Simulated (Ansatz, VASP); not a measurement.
# Cross-check of CsSnI3 between VASP and Ansatz, part 2 of 2

One calculation is typed for both programs; each brings its own data sets. How far apart do they land? The cell is taken from a series of runs on this material, whose earlier steps may have relaxed, scaled, displaced or heated it; both programs get it as it stands.

VASP 6.6.1 and Ansatz 0.2.0.

So far: Starting point; Ansatz: relaxation of cell and atoms, PBEsol, pair 1; VASP: relaxation of cell and atoms, PBEsol, pair 1.

## 4. Side by side

Known differences besides the potentials themselves: the data sets hold 74 valence electrons in Ansatz (on its PAW soft_1 files) and 44 in VASP; the cutoff is 420 eV in Ansatz and 500 eV in VASP; Ansatz makes its cores anew for this functional, VASP keeps those of its PBE data sets; Ansatz adds a Pulay correction to the stress that steers its cell, VASP none. Total energies have different zeros and are not compared.

The two programs side by side:

```csv
quantity,Ansatz,VASP,difference
volume (Å³),231.09,231.10,+0.00 %
"edge a after relaxation, in the typed setting (Å)",6.137,6.137,+0.00 %
```

## 5. VASP: relaxation of cell and atoms, PBEsol, pair 2

The relaxed volume is the usual yardstick between codes: in a stiff, nearly cubic crystal its relative difference is about their pressure difference at one cell divided by the bulk modulus. This pair takes another cell of the material, with 10 atoms against 5 for the pair before.

The input, INCAR:

```
SYSTEM = CsSnI3
PREC = Accurate
ENCUT = 500
EDIFF = 1E-07
NELM = 120
ISMEAR = 0
SIGMA = 0.01
LREAL = .FALSE.
ALGO = Normal
GGA = PS
NBANDS = 54
LORBIT = 11
LWAVE = .FALSE.
LCHARG = .FALSE.
ISIF = 3
IBRION = 2
NSW = 80
EDIFFG = -0.005
LASPH = .TRUE.
GGA_COMPAT = .FALSE.
NELMIN = 4
EFERMI = MIDGAP
KPAR = 2
```

The input, POSCAR:

```
CsSnI3
1.0
    8.5366120000      0.0000000000      0.0000000000
    0.0000000000      8.5366120000      0.0000000000
    0.0000000000      0.0000000000      6.2201510000
Cs Sn I
2 2 6
Direct
    0.5000000000      0.0000000000      0.0000000000
    0.0000000000      0.5000000000      0.0000000000
    0.0000000000      0.0000000000      0.5000000804
    0.5000000000      0.5000000000      0.5000000804
    0.0000000000      0.0000000000      0.0000000000
    0.5000000000      0.5000000000      0.0000000000
    0.3054310071      0.1945689929      0.5000000804
    0.6945689929      0.8054310071      0.5000000804
    0.8054310071      0.3054310071      0.5000000804
    0.1945689929      0.6945689929      0.5000000804
```

The input, KPOINTS:

```
Automatic mesh
0
Gamma
4 4 6
0 0 0
```

Potentials, in the order of the species: Cs_sv, Sn_d and I (PBE family, release 64).

Command:

```sh
$ mpirun -np 2 vasp_std
```

Numbers of over 12 decimals in the logs are rounded to 6 here.

The program printed:

```text
[banner, memory and clock lines left out]
running    2 mpi-ranks, on    1 nodes
[...]
[... a notice as in an earlier step ...]

 LDA part: xc-table for (Slater+PW92), standard interpolation
 POSCAR, INCAR and KPOINTS ok, starting setup
[...]
entering main loop
       N       E                     dE             d eps       ncg     rms          rms(c)
DAV:   1     0.734272163572E+03    0.73427E+03   -0.34814E+04  2592   0.144E+03
DAV:   2     0.753507769290E+02   -0.65892E+03   -0.63788E+03  3016   0.308E+02
DAV:   3    -0.252539508453E+02   -0.10060E+03   -0.99135E+02  2936   0.140E+02
DAV:   4    -0.305139225387E+02   -0.52600E+01   -0.52420E+01  3106   0.372E+01
[...]
DAV:  15    -0.302481134875E+02    0.10577E-05   -0.50576E-06  3232   0.989E-03    0.273E-03
DAV:  16    -0.302481136401E+02   -0.15258E-06   -0.46409E-07  2658   0.242E-03    0.134E-03
DAV:  17    -0.302481136429E+02   -0.27867E-08   -0.34063E-08  1824   0.107E-03
   1 F= -.30248114E+02 E0= -.30248114E+02  d E =-.302481E+02
[...]
N       E                     dE             d eps       ncg     rms          rms(c)
DAV:   1    -0.302483132773E+02   -0.19964E-03   -0.41482E-03  3442   0.386E-01    0.726E-02
DAV:   2    -0.302481729369E+02    0.14034E-03   -0.25745E-04  3426   0.102E-01    0.327E-02
DAV:   3    -0.302481350572E+02    0.37880E-04   -0.10308E-04  3464   0.551E-02    0.113E-02
DAV:   4    -0.302481323803E+02    0.26769E-05   -0.37304E-06  3418   0.878E-03    0.104E-02
DAV:   5    -0.302481305077E+02    0.18726E-05   -0.13800E-06  3576   0.642E-03    0.258E-03
DAV:   6    -0.302481302538E+02    0.25386E-06   -0.17960E-07  1980   0.291E-03    0.414E-04
DAV:   7    -0.302481302112E+02    0.42588E-07   -0.22270E-08  1752   0.923E-04
   2 F= -.30248130E+02 E0= -.30248130E+02  d E =-.165684E-04
 trial-energy change:   -0.000017  1 .order   -0.000017   -0.000025   -0.000008
 step:   1.4788(harm=  1.4788)  dis= 0.00018  next Energy=   -30.248132 (dE=-0.185E-04)
 reached required accuracy - stopping structural energy minimisation
```

From OUTCAR (step 5):

```text
  Total        0.0072501      0.0072501      0.0133978      0.0000000      0.0000000     -0.0000000
  in kB        0.0256120      0.0256120      0.0473298      0.0000000      0.0000000     -0.0000000
  external PRESSURE =       0.0328513 kB  Pullay stress =       0.0000000 kB

 POSITION                                       TOTAL-FORCE (eV/Angst)
 -----------------------------------------------------------------------------------
      4.26893      8.53786      0.00000        -0.000000      0.000000      0.000000
      0.00000      4.26893      0.00000        -0.000000      0.000000      0.000000
     -0.00000      8.53786      3.11087         0.000000     -0.000000      0.000000
      4.26893      4.26893      3.11087         0.000000      0.000000      0.000000
      0.00000      8.53786      0.00000         0.000000     -0.000000      0.000000
      4.26893      4.26893      0.00000        -0.000000      0.000000      0.000000
      2.60760      1.66133      3.11087        -0.002573      0.002573      0.000000
      5.93026      6.87653      3.11087         0.002573     -0.002573      0.000000
      6.87653      2.60760      3.11087        -0.002573     -0.002573      0.000000
      1.66133      5.93026      3.11087         0.002573      0.002573      0.000000
 -----------------------------------------------------------------------------------
    total drift:                                0.000000      0.000000     -0.001927

  FREE ENERGIE OF THE ION-ELECTRON SYSTEM (eV)
  ---------------------------------------------------
  free  energy   TOTEN  =       -30.2481302112 eV

  energy  without entropy=      -30.2481302112  energy(sigma->0) =      -30.24813021

[... 1 part as in an earlier step ...]

[... 3 further parts left out ...]
[key lines of the parts left out:]
E-fermi :   3.1973
```

The run keeps the 16 symmetry operations of its start, so it cannot find a distortion of lower symmetry.

## 6. Ansatz: relaxation of cell and atoms, PBEsol, pair 2

The same cell, functional and mesh now go to Ansatz, which takes its cutoff from its data sets.

The cell is taken from a series of runs on this material, whose earlier steps may have relaxed, scaled, displaced or heated it; both programs get it as it stands.

The input, input.yaml:

```yaml
crystal:
  lattice:
    - [8.5366119383, 0.0, 0.0]
    - [0.0, 8.5366119383, 0.0]
    - [0.0, 0.0, 6.2201514219]
  atoms:
    - { symbol: Cs, position: [0.5, 0.0, 0.0] }
    - { symbol: Cs, position: [0.0, 0.5, 0.0] }
    - { symbol: Sn, position: [0.0, 0.0, 0.5] }
    - { symbol: Sn, position: [0.5, 0.5, 0.5] }
    - { symbol: I, position: [0.0, 0.0, 0.0] }
    - { symbol: I, position: [0.5, 0.5, 0.0] }
    - { symbol: I, position: [0.3054310429, 0.1945689571, 0.5] }
    - { symbol: I, position: [0.6945689571, 0.8054310429, 0.5] }
    - { symbol: I, position: [0.8054310429, 0.3054310429, 0.5] }
    - { symbol: I, position: [0.1945689571, 0.6945689571, 0.5] }
kpoints:
  mp_grid: { grid: [4, 4, 6] }
hamiltonian:
  xc: pbesol
  pseudopotentials: { kind: paw, azcp: { folder: soft_1 }, xc_functional: pbe }
scf:
  occupations: { method: fixed }
output:
  forces: true
  stress: true
  eigenvalues: true
relax:
  adjacent_minimum: "off"
  f_tol: 0.001
  max_steps: 60
  cell: { stress_tol: 0.01 }
```

Command:

```sh
$ ansatz run input.yaml --threads 4 --pin off --max-ram 10240MiB --backend cpu --events-out ev --progress --plain --runs-dir out
```

The program printed:

```text
[...]
Crystal: 10 atoms, lattice volume = 453.286 Å³
Basis set: ecut = 420 eV, 8869 PW (Γ), exchange–correlation on 120×120×90 points (8 copies of the dense FFT grid, shifted against one another)
Bands: 89, of which v1, the nominal top of the filled ones, is band 74 counted from 1 (73 counted from 0)
Symmetry: 16 space group operations
[...]
k-points: 24 of 96
[...]
- { symbol: Cs, position: [0.0, 0.500000, 0.0] }
    - { symbol: Sn, position: [0.0, 0.0, 0.5] }
    - { symbol: Sn, position: [0.500000, 0.500000, 0.5] }
    - { symbol: I, position: [0.0, 0.0, 0.0] }
    - { symbol: I, position: [0.500000, 0.500000, 0.0] }
    - { symbol: I, position: [0.3054310429, 0.1945689571, 0.5] }
    - { symbol: I, position: [0.694569, 0.8054310429, 0.5] }
    - { symbol: I, position: [0.8054310429, 0.3054310429, 0.5] }
    - { symbol: I, position: [0.1945689571, 0.694569, 0.5] }
[key lines of the parts left out:]
SCF converged after 7 iterations
Free energy (F): -67675.219730 eV
Fermi energy:    5.658303 eV
P = ⅓ Tr σ = 0.0001 GPa (0.001 kbar)
```

## 7. Comparison

What differs besides the data sets and the points named for the pairs above, as far as they apply: fixed occupations in Ansatz, narrow Gaussian smearing in VASP; the data sets hold 148 valence electrons in Ansatz (on its PAW soft_1 files) and 88 in VASP. Total energies have different zeros and are not compared.

Both answers:

```csv
quantity,Ansatz,VASP,difference
volume (Å³),453.29,453.53,-0.05 %
"edge a after relaxation, in the typed setting (Å)",8.537,8.538,-0.02 %
"edge c after relaxation, in the typed setting (Å)",6.220,6.222,-0.02 %
```

## 8. VASP: relaxation of cell and atoms, PBEsol, pair 3

The relaxed volume is the usual yardstick between codes: in a stiff, nearly cubic crystal its relative difference is about their pressure difference at one cell divided by the bulk modulus.

INCAR is that of step 5.

The input, POSCAR:

```
CsSnI3
1.0
    4.3547440000      2.5142130000      6.9235850000
   -4.3547440000      2.5142130000      6.9235850000
    0.0000000000     -5.0284250000      6.9235850000
Cs Sn I
2 2 6
Direct
    0.2499999955      0.2499999955      0.2500000452
    0.7499999382      0.7499999382      0.7500000874
    0.4999999909      0.4999999909      0.5000000904
    0.0000000000      0.0000000000      0.0000000000
    0.7499999745      0.3036825790      0.1963174103
    0.2499999592      0.6963173547      0.8036827222
    0.3036825428      0.1963173337      0.7500000874
    0.6963173909      0.8036826000      0.2500000452
    0.8036825700      0.2499999654      0.6963175007
    0.1963173637      0.7499999683      0.3036826319
```

The input, KPOINTS:

```
Automatic mesh
0
Gamma
6 6 6
0 0 0
```

Command:

```sh
$ mpirun -np 2 vasp_std
```

The program printed:

```text
[... set-up lines as in an earlier step ...]
 entering main loop
       N       E                     dE             d eps       ncg     rms          rms(c)
DAV:   1     0.745772588039E+03    0.74577E+03   -0.34778E+04  3464   0.144E+03
DAV:   2     0.793564877991E+02   -0.66642E+03   -0.64599E+03  4000   0.312E+02
DAV:   3    -0.250242545355E+02   -0.10438E+03   -0.10312E+03  3978   0.142E+02
DAV:   4    -0.304703083366E+02   -0.54461E+01   -0.54285E+01  4202   0.375E+01
[...]
DAV:  13    -0.302413429268E+02    0.28118E-05   -0.19269E-05  4552   0.173E-02    0.476E-03
DAV:  14    -0.302413430617E+02   -0.13497E-06   -0.91385E-07  4106   0.509E-03    0.326E-03
DAV:  15    -0.302413431048E+02   -0.43085E-07   -0.13137E-07  2744   0.164E-03
   1 F= -.30241343E+02 E0= -.30241343E+02  d E =-.302413E+02
[...]
N       E                     dE             d eps       ncg     rms          rms(c)
DAV:   1    -0.302424425844E+02   -0.10995E-02   -0.22554E-02  4612   0.909E-01    0.172E-01
DAV:   2    -0.302416554608E+02    0.78712E-03   -0.14458E-03  4552   0.243E-01    0.766E-02
DAV:   3    -0.302414494805E+02    0.20598E-03   -0.57466E-04  4550   0.130E-01    0.271E-02
DAV:   4    -0.302414386545E+02    0.10826E-04   -0.21203E-05  4516   0.214E-02    0.250E-02
DAV:   5    -0.302414320812E+02    0.65734E-05   -0.75347E-06  5130   0.153E-02    0.513E-03
DAV:   6    -0.302414317488E+02    0.33234E-06   -0.12655E-06  4036   0.783E-03    0.941E-04
DAV:   7    -0.302414317437E+02    0.51286E-08   -0.47693E-08  2360   0.115E-03
   2 F= -.30241432E+02 E0= -.30241432E+02  d E =-.886389E-04
 trial-energy change:   -0.000089  1 .order   -0.000085   -0.000130   -0.000041
 step:   1.3513(harm=  1.4594)  dis= 0.00011  next Energy=   -30.241439 (dE=-0.960E-04)
 reached required accuracy - stopping structural energy minimisation
```

OUTCAR, selected parts (step 8):

```text
  Total        0.0391279      0.0391279     -0.0093202      0.0000000     -0.0000000     -0.0000000
  in kB        0.1376544      0.1376544     -0.0327891      0.0000000     -0.0000000     -0.0000000
  external PRESSURE =       0.0808399 kB  Pullay stress =       0.0000000 kB

 POSITION                                       TOTAL-FORCE (eV/Angst)
 -----------------------------------------------------------------------------------
      0.00000      0.00000      5.19383         0.000000      0.000000      0.000000
      0.00000     -0.00000     15.58150         0.000000      0.000000     -0.000000
      0.00000     -0.00000     10.38766         0.000000      0.000000     -0.000000
      4.35708      2.51556      6.92511         0.000000      0.000000     -0.000000
      1.94468      1.66283      8.65639         0.000999     -0.001729     -0.000000
     -1.94468     -1.66283     12.11894        -0.000999      0.001729      0.000000
      0.46772     -2.51556      8.65639        -0.001997      0.000000     -0.000000
     -0.46772      2.51556     12.11894         0.001997     -0.000000      0.000000
      2.41240     -0.85273     12.11894        -0.000999     -0.001729     -0.000000
     -2.41240      0.85273      8.65639         0.000999      0.001729      0.000000
 -----------------------------------------------------------------------------------
    total drift:                                0.000065      0.001773      0.001662

  FREE ENERGIE OF THE ION-ELECTRON SYSTEM (eV)
  ---------------------------------------------------
  free  energy   TOTEN  =       -30.2414317437 eV

  energy  without entropy=      -30.2414317437  energy(sigma->0) =      -30.24143174

[... 1 part as in an earlier step ...]

[... 3 further parts left out ...]
[key lines of the parts left out:]
E-fermi :   3.2792
```

The run keeps the 12 symmetry operations of its start, so it cannot find a distortion of lower symmetry.

## 9. Ansatz: relaxation of cell and atoms, PBEsol, pair 3

The same cell, functional and mesh now go to Ansatz, which takes its cutoff from its data sets.

The cell is taken from a series of runs on this material, whose earlier steps may have relaxed, scaled, displaced or heated it; both programs get it as it stands.

input.yaml, the sections that differ from step 6:

```yaml
crystal:
  lattice:
    - [4.3547441626, 2.5142127146, 6.923585038]
    - [-4.3547441626, 2.5142127146, 6.923585038]
    - [0.0, -5.0284254291, 6.923585038]
  atoms:
    - { symbol: Cs, position: [0.25, 0.25, 0.25] }
    - { symbol: Cs, position: [0.75, 0.75, 0.75] }
    - { symbol: Sn, position: [0.5, 0.5, 0.5] }
    - { symbol: Sn, position: [0.0, 0.0, 0.0] }
    - { symbol: I, position: [0.75, 0.3036826449, 0.1963173551] }
    - { symbol: I, position: [0.25, 0.6963173551, 0.8036826449] }
    - { symbol: I, position: [0.3036826449, 0.1963173551, 0.75] }
    - { symbol: I, position: [0.6963173551, 0.8036826449, 0.25] }
    - { symbol: I, position: [0.8036826449, 0.25, 0.6963173551] }
    - { symbol: I, position: [0.1963173551, 0.75, 0.3036826449] }
kpoints:
  mp_grid: { grid: [6, 6, 6] }
# hamiltonian, scf, output, relax: as in step 6
```

Command:

```sh
$ ansatz run input.yaml --threads 4 --pin off --max-ram 10240MiB --backend cpu --events-out ev --progress --plain --runs-dir out
```

The program printed:

```text
[...]
Crystal: 10 atoms, lattice volume = 454.828 Å³
Basis set: ecut = 420 eV, 8915 PW (Γ), exchange–correlation on 120×120×120 points (8 copies of the dense FFT grid, shifted against one another)
Bands: 89, of which v1, the nominal top of the filled ones, is band 74 counted from 1 (73 counted from 0)
Symmetry: 12 space group operations
[...]
k-points: 32 of 216
[...]
- { symbol: Sn, position: [0.5, 0.5, 0.500000] }
    - { symbol: Sn, position: [0, 0, 0] }
    - { symbol: I, position: [0.750000, 0.303651, 0.196349] }
    - { symbol: I, position: [0.250000, 0.696349, 0.803651] }
    - { symbol: I, position: [0.303651, 0.196349, 0.75] }
    - { symbol: I, position: [0.696349, 0.803651, 0.250000] }
    - { symbol: I, position: [0.803651, 0.250000, 0.696349] }
    - { symbol: I, position: [0.196349, 0.75, 0.303651] }
[key lines of the parts left out:]
SCF converged after 6 iterations
Free energy (F): -67675.211812 eV
Fermi energy:    5.670975 eV
P = ⅓ Tr σ = -0.0017 GPa (-0.017 kbar)
```

## 10. Side by side

What differs besides the data sets and the points named for the pairs above, as far as they apply: the data sets hold 148 valence electrons in Ansatz (on its PAW soft_1 files) and 88 in VASP. Total energies have different zeros and are not compared.

The two programs side by side:

```csv
quantity,Ansatz,VASP,difference
volume (Å³),455.36,455.42,-0.01 %
"edge a after relaxation, in the typed setting (Å)",8.557,8.560,-0.03 %
```

## 11. Results

| Property | Result |
| --- | --- |
| difference in volume (relaxation of cell and atoms, PBEsol, pair 1) | -0.0044 % |
| difference in volume (relaxation of cell and atoms, PBEsol, pair 2) | -0.055 % |
| difference in edge a after relaxation, in the typed setting (relaxation of cell and atoms, PBEsol, pair 3) | -0.029 % |

The difference in volume is -0.055 % (relaxation of cell and atoms, PBEsol, pair 2), within the 1.2 % picked in this series as the mark of a large difference, as far as the stopping tolerances let one tell. The data sets hold unlike numbers of valence electrons (74 in Ansatz and 44 in VASP and 148 in Ansatz and 88 in VASP), so part of the differences comes from the potentials. 2 further runs of this series are not shown here. Such differences can come from data sets, numerical settings and the points named under the comparisons, not from the functional's error against experiment.

[Lines on the potential files, build, host, timing and source positions are cut from VASP's logs without a mark.]

[Logs are printed without paths, hosts, clocks, repeated set-up lines and the standing remarks that a program may print on its own settings, such as how far it seeks lower states.]

[Hosts, paths, dates, database ids (printed as entryN), source tags and the programs' standing remarks are cut or masked in the printed files.]
